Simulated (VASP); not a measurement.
Crystal: HfGe.

```xyz
2
Lattice="3.9335 0.0000 0.0000 -1.9668 3.4065 0.0000 0.0000 0.0000 3.5096" Properties=species:S:1:pos:R:3 pbc="T T T"
Hf    0.0000    0.0000    1.7548
Ge    0.0000    2.2710    1.7548
```

The cell was built by a generator and needn't be a form met in nature.

```yaml
Program: VASP 6.6.1
Task: relaxation of cell and atoms
Functional: PBE
Potentials_or_basis: VASP PAW PBE potentials, release 64 (Hf_pv, Ge_d)
Cutoff: 600 eV
k_mesh: 8 × 8 × 8
Occupations: gaussian, width 0.05 eV
Spin: no spin polarisation
```

At the start: pressure 37.0 GPa; volume 23.51 Å³/atom.

Q: How do energy, volume and symmetry change on relaxing?

A: Over 14 steps the energy falls by 1447.1 meV/atom and the volume is 27.30 Å³/atom (+16.1 %); space group P-6m2 (No. 187, to 0.05 Å).

Step by step:
```tsv
step	energy change (eV)	largest force (eV/Å)	pressure (GPa)	volume (Å³)
1	0.0000	0.0000	37.00	47.03
2	-0.8969	0.0000	-11.15	89.41
3	-2.5658	0.0000	-5.38	64.87
4	-2.5802	0.0000	-4.45	63.75
5	-2.5822	0.0000	-3.53	62.88
6	-2.8334	0.0000	-2.35	58.11
7	-2.8885	0.0000	-1.00	55.90
8	-2.8934	0.0000	-0.50	55.09
9	-2.8936	0.0000	-0.46	54.88
10	-2.8934	0.0000	-0.31	54.72
11	-2.8935	0.0000	0.48	54.16
12	-2.8938	0.0000	0.14	54.44
13	-2.8942	0.0000	0.03	54.58
14	-2.8942	0.0000	0.01	54.61
```

Final structure:
```
CELL_PARAMETERS angstrom
4.61286 0.00000 0.00000
-2.30643 3.99485 0.00000
0.00000 0.00000 2.96343
ATOMIC_POSITIONS crystal
Hf 0.00000 0.00000 0.50000
Ge 0.33333 0.66667 0.50000
```

Caveat: the volume moved by over 15 % at a fixed basis, so the end points are rough.
